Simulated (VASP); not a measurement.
# RbGeN (I4_1md) in VASP: further runs

One crystal, RbGeN, is run at these levels: PBE; tasks: relaxation of cell and atoms.

Everything below comes from runs of VASP 6.6.1. Logs are shortened: lines on timing, memory, paths and dates and some standing lists are left out, and cuts for length are marked.

## Step 1: The crystal as given

It takes space group I4_1md (No. 109, tetragonal). The conventional cell has a = 5.070 Å, b = 5.070 Å, c = 12.763 Å, α = 90.00°, β = 90.00°, γ = 90.00°. Rb (site symmetry 2mm) has 2 N at 3.06 Å as nearest neighbours. Ge (site symmetry 2mm) is surrounded by 1 N at 1.73 Å. N (site symmetry 2mm) has 1 Ge at 1.73 Å as nearest neighbours.

The cell was built by a generator and needn't be a form met in nature.

## Step 2: Relaxation of cell and atoms, PBE

Contents of INCAR:

```
PREC     = Accurate       # precision mode
ENCUT    = 600            # plane-wave cutoff, eV
EDIFF    = 1E-6           # SCF threshold, eV
ISMEAR   = -1             # smearing method
SIGMA    = 0.05           # smearing width, eV
LREAL    = F              # projectors in reciprocal space
LASPH    = T              # aspherical terms in the spheres
NELM     = 60             # most SCF steps
ALGO     = Normal         # electronic algorithm
ISIF     = 3              # what is computed and relaxed
LWAVE    = F              # write WAVECAR
LCHARG   = F              # write CHGCAR
GGA      = PE             # functional
IBRION   = 2              # ionic algorithm
NSW      = 60             # ionic steps
EDIFFG   = -0.02          # ionic threshold
PSTRESS  = 0
```

Contents of KPOINTS:

```
Automatic mesh
0
Gamma
  6 6 6
```

Contents of POSCAR:

```
RbGeN
1.0
   -2.5348500000      2.5348500000      6.3817200000
    2.5348500000     -2.5348500000      6.3817200000
    2.5348500000      2.5348500000     -6.3817200000
Rb Ge N
2 2 2
Direct
    0.5503900000      0.5503900000      0.0000000000
    0.3003900000      0.8003900000      0.5000000000
    0.0299400000      0.0299400000      0.0000000000
    0.7799400000      0.2799400000      0.5000000000
    0.1655800000      0.1655800000      0.0000000000
    0.9155800000      0.4155800000      0.5000000000
```

Potentials or basis: VASP PAW PBE potentials, release 64 (Rb_sv, Ge_d, N).

The run is started by

```sh
$ cat potpaw_PBE.64/Rb_sv/POTCAR potpaw_PBE.64/Ge_d/POTCAR potpaw_PBE.64/N/POTCAR > POTCAR
$ mpirun -np 1 vasp_std > vasp.out
```

OUTCAR:

```text
PREC = Accurate
   ENCUT = 600
   EDIFF = 1E-6
   ISMEAR = -1
   LREAL = F
   LASPH = T
   NELM = 60
   ISIF = 3
   GGA = PE
   IBRION = 2
   NSW = 60
   EDIFFG = -0.02
   PSTRESS = 0

 ion  position               nearest neighbor table
   1  0.550  0.550  0.000-   6 3.06   6 3.06   3 3.59   3 3.59   3 3.59   3 3.59   4 3.87   4 3.87
                             2 4.08   2 4.08   2 4.08   2 4.08   4 4.28   4 4.28
   2  0.300  0.800  0.500-   5 3.06   5 3.06   4 3.59   4 3.59   4 3.59   4 3.59   3 3.87   3 3.87
                             1 4.08   1 4.08   1 4.08   1 4.08   3 4.28   3 4.28
   3  0.030  0.030  0.000-   5 1.73   1 3.59   1 3.59   1 3.59   1 3.59   2 3.87   2 3.87   2 4.28
                             2 4.28
   4  0.780  0.280  0.500-   6 1.73   2 3.59   2 3.59   2 3.59   2 3.59   1 3.87   1 3.87   1 4.28
                             1 4.28
   5  0.166  0.166  0.000-   3 1.73   2 3.06   2 3.06
   6  0.916  0.416  0.500-   4 1.73   1 3.06   1 3.06

  LATTYP: Found a body centered tetragonal cell.
 ALAT       =     5.0697000000
 C/A-ratio  =     2.5175927570

  Lattice vectors:

 A1 = (  -2.5348500000,   2.5348500000,   6.3817200000)
 A2 = (   2.5348500000,  -2.5348500000,   6.3817200000)
 A3 = (   2.5348500000,   2.5348500000,  -6.3817200000)

Analysis of symmetry for initial positions (statically):
=====================================================================
 Subroutine PRICEL returns:
 Original cell was already a primitive cell.

 Routine SETGRP: Setting up the symmetry group for a
 body centered tetragonal supercell.

 Subroutine GETGRP returns: Found  8 space group operations
 (whereof  4 operations were pure point group operations)
 out of a pool of 16 trial point group operations.

The static configuration has the point symmetry C_2v.
 The point group associated with its full space group is C_4v.

Analysis of symmetry for dynamics (positions and initial velocities):
=====================================================================
 Subroutine PRICEL returns:
 Original cell was already a primitive cell.

 Routine SETGRP: Setting up the symmetry group for a
 body centered tetragonal supercell.

 Subroutine GETGRP returns: Found  8 space group operations
 (whereof  4 operations were pure point group operations)
 out of a pool of 16 trial point group operations.

The dynamic configuration has the point symmetry C_2v.
 The point group associated with its full space group is C_4v.

 Subroutine INISYM returns: Found  8 space group operations
 (whereof  4 operations are pure point group operations),
 and found     1 'primitive' translations

----------------------------------------------------------------------------------------

[... 115 lines left out ...]
   ISMEAR =    -1;   SIGMA  =   0.05  broadening in eV -4-tet -1-fermi 0-gaus
   EFERMI_NEDOS =   21; number of points for ismear=-14 and -15
   IALGO  =     38    algorithm
   IMIX   =      4    mixing-type and parameters
     AMIX     =   0.40;   BMIX     =  1.00
     AMIX_MAG =   1.60;   BMIX_MAG =  1.00
  volume/ion in A,a.u.               =      27.34       184.48
  Fermi-wavevector in a.u.,A,eV,Ry     =   1.144204  2.162232 17.812782  1.309203
  Thomas-Fermi vector in A             =   2.280897
   LORBIT       =      0    0 simple, 1 ext, 2 COOP (PROOUT), +10 PAW based schemes
   GGA     = PE    functional components
   LHFCALC =     F    Hartree Fock is set to
   AEXX    =    0.0000 exact exchange contribution
   IVDW    =     0    specifies the selected vdW correction
   LEPSILON=     F    determine dielectric tensor
   LRPA    =     F    only Hartree local field effects (RPA)
 conjugate gradient relaxation of ions
 non-spin polarized calculation
  energy-cutoff  :      600.00
  volume of cell :      164.02
 maximum number of plane-waves:      5510
 NGX is ok and might be reduce to    60
   NGX = 29   NGY = 29   NGZ = 29

--------------------------------------- Ionic step        1  -------------------------------------------

 number of electron      55.9999995 magnetization

 Free energy of the ion-electron system (eV)
  ---------------------------------------------------
  ext. energy  EPLUGINS =         0.00000000
  ---------------------------------------------------
  free energy    TOTEN  =       -25.67515914 eV

  energy without entropy =      -25.67515899  energy(sigma->0) =      -25.67515907

------------------------ aborting loop because EDIFF is reached ----------------------------------------

  FORCE on cell =-STRESS in cart. coord.  units (eV):
  Direction    XX          YY          ZZ          XY          YZ          ZX
  --------------------------------------------------------------------------------------
  -------------------------------------------------------------------------------------
  Total       -0.0231238     -0.0231238     -0.4072356      0.0000000      0.0000000      0.0000000
  in kB       -0.2258742     -0.2258742     -3.9779020      0.0000000      0.0000000      0.0000000
  external PRESSURE =      -1.4765501 kB  Pullay stress =       0.0000000 kB
[... 67 lines left out ...]
--------------------------------------- Ionic step        3  -------------------------------------------

 number of electron      55.9999996 magnetization

 Free energy of the ion-electron system (eV)
  ---------------------------------------------------
  ext. energy  EPLUGINS =         0.00000000
  ---------------------------------------------------
  free energy    TOTEN  =       -25.67560973 eV

  energy without entropy =      -25.67560959  energy(sigma->0) =      -25.67560966

 E-fermi :   1.8134     XC(G=0):  -8.2272

 val. band max:        1.0569631705   @ k =  -0.3333   0.3333   0.0000
 cond. band min:       2.5272330782   @ k =  -0.3333   0.3333   0.3333
 fundamental gap:      1.4702699077
 Fermi energy:         1.8134013525

 k-point     1 :       0.0000    0.0000    0.0000
  band No.  band energies     occupation
      1     -25.7138      2.00000
      2     -25.6696      2.00000
      3     -22.3501      2.00000
      4     -22.3485      2.00000
      5     -22.3478      2.00000
      6     -22.3472      2.00000
[... 853 lines left out ...]
     32       5.0132      0.00000
     33       5.2213      0.00000

 [... further k-points ...]

------------------------ aborting loop because EDIFF is reached ----------------------------------------

  FORCE on cell =-STRESS in cart. coord.  units (eV):
  Direction    XX          YY          ZZ          XY          YZ          ZX
  --------------------------------------------------------------------------------------
  -------------------------------------------------------------------------------------
  Total        0.0091014      0.0091014      0.0051352      0.0000000      0.0000000      0.0000000
  in kB        0.0889841      0.0889841      0.0502071      0.0000000      0.0000000      0.0000000
  external PRESSURE =       0.0760584 kB  Pullay stress =       0.0000000 kB
[... 21 lines left out ...]
  FREE ENERGIE OF THE ION-ELECTRON SYSTEM (eV)
  ---------------------------------------------------
  free  energy   TOTEN  =       -25.6756097315 eV

  energy  without entropy=      -25.6756095865  energy(sigma->0) =      -25.67560966

 reached required accuracy - stopping structural energy minimisation
```

CONTCAR:

```text
RbGeN
   1.00000000000000
    -2.5347315615052377    2.5347315615052377    6.3764687124442201
     2.5347315615052377   -2.5347315615052377    6.3764687124442201
     2.5347315615052377    2.5347315615052377   -6.3764687124442201
  Rb              Ge              N
     2     2     2
Direct
     0.5503922530315706    0.5503922530315706    0.0000000000000000
     0.3003922530315705    0.8003922530315706    0.5000000000000000
     0.0300395850403036    0.0300395850403036    0.0000000000000000
     0.7800395850403036    0.2800395850403035    0.5000000000000000
     0.1654781619281280    0.1654781619281280    0.0000000000000000
     0.9154781619281280    0.4154781619281280    0.5000000000000000

  0.00000000E+00  0.00000000E+00  0.00000000E+00
  0.00000000E+00  0.00000000E+00  0.00000000E+00
  0.00000000E+00  0.00000000E+00  0.00000000E+00
  0.00000000E+00  0.00000000E+00  0.00000000E+00
  0.00000000E+00  0.00000000E+00  0.00000000E+00
  0.00000000E+00  0.00000000E+00  0.00000000E+00
```

Wall time 8.1 min (1 thread of Intel Xeon 6975P-C (Granite Rapids), shared host); peak memory 0.6 GiB.

What came out:

* Free energy: -25.6756 eV
* Relaxed volume: 27.31 Å³/atom
* Relaxed cell: a = 7.315 Å, b = 7.315 Å, c = 7.315 Å, α = 139.45°, β = 139.45°, γ = 58.69°
* Space group after relaxing (to 0.05 Å): I4_1md (No. 109)
* Energy gained by relaxing: 0.1 meV/atom
* Ionic steps: 3
* Pressure after relaxing: 0.0 GPa
* Band gap on the k mesh: 1.47 eV, indirect (least direct gap 1.62 eV)

Step by step:
```
step  energy change (eV)  largest force (eV/Å)  pressure (GPa)  volume (Å³)
   1              0.0000                0.1083           -0.15       164.02
   2              0.0036                0.3347            0.45       163.42
   3             -0.0005                0.0019            0.01       163.87
```

Final structure:
```
Rb Ge N
1.0
    -2.53473    2.53473    6.37647
     2.53473   -2.53473    6.37647
     2.53473    2.53473   -6.37647
Rb Ge N
2 2 2
Direct
  0.55039 0.55039 0.00000
  0.30039 0.80039 0.50000
  0.03004 0.03004 0.00000
  0.78004 0.28004 0.50000
  0.16548 0.16548 0.00000
  0.91548 0.41548 0.50000
```

Levels at points of the mesh, in eV from the valence-band top:
| k point | band 24 | band 25 | band 26 | band 27 | band 28 | band 29 | band 30 | band 31 | band 32 | band 33 |
| --- | --- | --- | --- | --- | --- | --- | --- | --- | --- | --- |
| (0.00, 0.00, 0.00) | -1.87 | -1.87 | -1.18 | -1.18 | -0.27 | 2.74 | 2.74 | 3.26 | 3.68 | 4.14 |
| (0.50, 0.00, 0.00) | -2.08 | -2.04 | -1.03 | -0.75 | -0.17 | 1.68 | 1.93 | 2.93 | 3.85 | 4.75 |
| (0.50, 0.50, 0.00) | -2.26 | -1.32 | -1.32 | -0.25 | -0.25 | 1.89 | 1.89 | 3.50 | 3.50 | 5.16 |
| (0.50, 0.50, 0.50) | -2.00 | -0.99 | -0.99 | -0.83 | -0.83 | 2.03 | 2.03 | 3.35 | 3.35 | 4.50 |

A k mesh can miss the band edges. A hybrid or GW would open this gap; PBE tends to underestimate it.

## Step 3: Relaxation of cell and atoms, PBE, target pressure 2 GPa, at which the enthalpy is minimised

INCAR, as its differences from that of step 2:

```diff
@@ -16,2 +16,2 @@
 EDIFFG   = -0.02          # ionic threshold
-PSTRESS  = 0
+PSTRESS  = 20
```

KPOINTS is that of step 2.

POSCAR is that of step 2.

Potentials or basis: VASP PAW PBE potentials, release 64 (Rb_sv, Ge_d, N).

The run is started by

```sh
$ cat potpaw_PBE.64/Rb_sv/POTCAR potpaw_PBE.64/Ge_d/POTCAR potpaw_PBE.64/N/POTCAR > POTCAR
$ mpirun -np 1 vasp_std > vasp.out
```

Run time: 53 min. Hardware: 1 thread of Intel Xeon 6975P-C (Granite Rapids), shared host; peak memory 0.67 GiB.

The run converged. Its results:

| Quantity | Value |
| --- | --- |
| Free energy | -25.5705 eV |
| Relaxed volume | 23.88 Å³/atom |
| Relaxed cell | a = 7.007 Å, b = 7.007 Å, c = 7.007 Å, α = 139.58°, β = 139.58°, γ = 58.50° |
| Space group after relaxing (to 0.05 Å) | I4_1md (No. 109) |
| Energy change on relaxing (the enthalpy is what falls) | +17.4 meV/atom |
| Ionic steps | 30 |
| Pressure after relaxing | 2.0 GPa |
| Largest force after relaxing | 0.012 eV/Å |
| Band gap on the k mesh | 1.25 eV, indirect (least direct gap 1.38 eV) |

Forces on the atoms (eV/Å):
```
Rb   0.000  0.000  0.012
Rb   0.000  0.000  0.012
Ge   0.000  0.000  0.000
Ge   0.000  0.000  0.000
N    0.000  0.000 -0.012
N    0.000  0.000 -0.012
```

Step by step:
```
step  energy change (eV)  largest force (eV/Å)  pressure (GPa)  volume (Å³)
   1              0.0000                0.1083           -0.15       164.02
   2              0.0736                1.3356            2.42       155.48
   3              0.0318                0.8517            1.60       158.09
   4              0.0368                0.6631            1.65       154.57
   5              0.1032                0.2618            2.24       145.60
   6              0.1073                0.2495            2.24       145.27
   7              0.1118                0.2357            2.27       144.91
   8              0.1008                0.1471            1.95       145.57
   9              0.0962                0.1431            1.78       145.91
  10              0.0911                0.1320            1.79       146.12
  11              0.0784                0.1104            1.80       146.74
  12              0.0635                0.2853            1.84       147.97
  13              0.0696                0.1919            1.78       147.32
  14              0.0669                0.0736            1.59       147.36
  15              0.0656                0.1124            1.36       147.40
  16              0.0693                0.0797            1.42       146.93
  17              0.0835                0.0301            1.72       145.53
  18              0.0873                0.0463            1.77       145.21
  19              0.0921                0.0161            1.73       144.73
  20              0.1053                0.1548            1.70       143.58
  21              0.1108                0.1127            1.81       143.07
  22              0.1261                0.0083            2.17       141.81
  23              0.1222                0.0336            2.11       142.12
  24              0.1202                0.0472            2.08       142.27
  25              0.1195                0.0431            2.05       142.31
  26              0.1175                0.0297            2.09       142.43
  27              0.1136                0.0082            2.07       142.67
  28              0.1069                0.0655            2.09       143.13
  29              0.1044                0.0219            1.94       143.32
  30              0.1047                0.0121            1.96       143.30
```

Final structure:
```xyz
6
Lattice="-2.4207 2.4207 6.1133 2.4207 -2.4207 6.1133 2.4207 2.4207 -6.1133" Properties=species:S:1:pos:R:3 pbc="T T T"
Rb    0.0000    0.0000    6.8197
Rb    2.4207    0.0000    3.7631
Ge    0.0000    0.0000    0.2797
Ge    0.0000    2.4207    3.3363
N     0.0000    0.0000    2.0205
N     0.0000    2.4207    5.0771
```

Levels at points of the mesh, in eV from the valence-band top:
| k point | band 26 | band 27 | band 28 | band 29 | band 30 | band 31 |
| --- | --- | --- | --- | --- | --- | --- |
| (0.00, 0.00, 0.00) | -1.34 | -1.34 | -0.40 | 2.70 | 2.70 | 3.02 |
| (0.50, 0.00, 0.00) | -1.18 | -0.88 | -0.17 | 1.62 | 1.70 | 3.11 |
| (0.50, 0.50, 0.00) | -1.41 | -0.30 | -0.30 | 1.83 | 1.83 | 3.67 |
| (0.50, 0.50, 0.50) | -1.17 | -0.97 | -0.97 | 1.77 | 1.77 | 3.63 |

Caveat: the cell is relaxed towards a set pressure, so the enthalpy falls and the energy may rise.

## Step 4: Relaxation of cell and atoms, PBE, target pressure 5 GPa, at which the enthalpy is minimised

INCAR, as its differences from that of step 3:

```diff
@@ -16,2 +16,2 @@
 EDIFFG   = -0.02          # ionic threshold
-PSTRESS  = 20
+PSTRESS  = 50
```

KPOINTS is that of step 3.

POSCAR is that of step 3.

The run is started by

```sh
$ cat potpaw_PBE.64/Rb_sv/POTCAR potpaw_PBE.64/Ge_d/POTCAR potpaw_PBE.64/N/POTCAR > POTCAR
$ mpirun -np 1 vasp_std > vasp.out
```

Run time: 46 min. Hardware: 1 thread of Intel Xeon 6975P-C (Granite Rapids), shared host; peak memory 0.67 GiB.

The run converged. Its results:

| Property | Result |
| --- | --- |
| Free energy | -25.2507 eV |
| Relaxed volume | 21.31 Å³/atom |
| Relaxed cell | a = 6.803 Å, b = 6.803 Å, c = 6.803 Å, α = 140.21°, β = 140.21°, γ = 57.54° |
| Space group after relaxing (to 0.05 Å) | I4_1md (No. 109) |
| Energy change on relaxing (the enthalpy is what falls) | +70.7 meV/atom |
| Ionic steps | 26 |
| Pressure after relaxing | 5.0 GPa |
| Largest force after relaxing | 0.012 eV/Å |
| Band gap on the k mesh | 1.06 eV, indirect (least direct gap 1.20 eV) |

Forces in eV/Å, atoms in the order of the input:
```
Rb   0.000  0.000  0.012
Rb   0.000  0.000  0.012
Ge   0.000  0.000 -0.007
Ge   0.000  0.000 -0.007
N    0.000  0.000 -0.005
N    0.000  0.000 -0.005
```

Stress tensor (GPa, compression positive):
```
5.07 0.00 0.00
0.00 5.07 0.00
0.00 0.00 4.98
```

Step by step:
| step | energy change (eV) | largest force (eV/Å) | pressure (GPa) | volume (Å³) |
| --- | --- | --- | --- | --- |
| 1 | 0.0000 | 0.1083 | -0.15 | 164.02 |
| 2 | 0.3788 | 3.1215 | 6.34 | 144.04 |
| 3 | 0.2127 | 2.2528 | 4.51 | 148.47 |
| 4 | 0.2303 | 1.6117 | 4.77 | 141.84 |
| 5 | 0.4733 | 0.7094 | 6.21 | 129.38 |
| 6 | 0.4023 | 0.3360 | 5.13 | 131.11 |
| 7 | 0.3717 | 0.3201 | 4.54 | 132.03 |
| 8 | 0.3581 | 0.2985 | 4.50 | 132.23 |
| 9 | 0.3228 | 0.2347 | 4.44 | 132.83 |
| 10 | 0.2774 | 0.3914 | 4.35 | 134.00 |
| 11 | 0.2754 | 0.2052 | 4.06 | 133.82 |
| 12 | 0.2809 | 0.1736 | 3.55 | 133.49 |
| 13 | 0.3186 | 0.0749 | 4.05 | 131.93 |
| 14 | 0.4012 | 0.1137 | 5.04 | 129.08 |
| 15 | 0.3867 | 0.0833 | 4.86 | 129.53 |
| 16 | 0.4021 | 0.0834 | 4.75 | 128.92 |
| 17 | 0.4187 | 0.2104 | 4.66 | 128.36 |
| 18 | 0.4401 | 0.1454 | 4.96 | 127.59 |
| 19 | 0.4712 | 0.0597 | 5.37 | 126.56 |
| 20 | 0.4655 | 0.0697 | 5.34 | 126.69 |
| 21 | 0.4512 | 0.0971 | 5.16 | 127.05 |
| 22 | 0.4305 | 0.1484 | 4.80 | 127.75 |
| 23 | 0.4426 | 0.1131 | 5.03 | 127.30 |
| 24 | 0.4351 | 0.1428 | 5.39 | 127.54 |
| 25 | 0.4382 | 0.0225 | 5.19 | 127.42 |
| 26 | 0.4245 | 0.0120 | 5.04 | 127.85 |

Final structure:
```yaml
crystal:
  lattice:
    - [-2.31519, 2.31519, 5.96304]
    - [2.31519, -2.31519, 5.96304]
    - [2.31519, 2.31519, -5.96304]
  atoms:
    - { symbol: Rb, position: [0.56216, 0.56216, 0.00000] }
    - { symbol: Rb, position: [0.31216, 0.81216, 0.50000] }
    - { symbol: Ge, position: [0.01833, 0.01833, 0.00000] }
    - { symbol: Ge, position: [0.76833, 0.26833, 0.50000] }
    - { symbol: N, position: [0.16542, 0.16542, 0.00000] }
    - { symbol: N, position: [0.91542, 0.41542, 0.50000] }
```

Levels at points of the mesh, in eV from the valence-band top:
```
           k point  band 26  band 27  band 28  band 29  band 30  band 31
(0.00, 0.00, 0.00)    -1.50    -1.50    -0.50     2.70     2.70     2.83
(0.50, 0.00, 0.00)    -1.37    -1.02    -0.21     1.48     1.59     3.28
(0.50, 0.50, 0.00)    -1.54    -0.35    -0.35     1.83     1.83     3.85
(0.50, 0.50, 0.50)    -1.35    -1.17    -1.17     1.61     1.61     3.86
```

Caveat: the cell is relaxed towards a set pressure, so the enthalpy falls and the energy may rise; the volume moved by over 15 % at a fixed basis, so the end points are rough. A k mesh can miss the band edges.

(Part 1 of 2 ends here.)
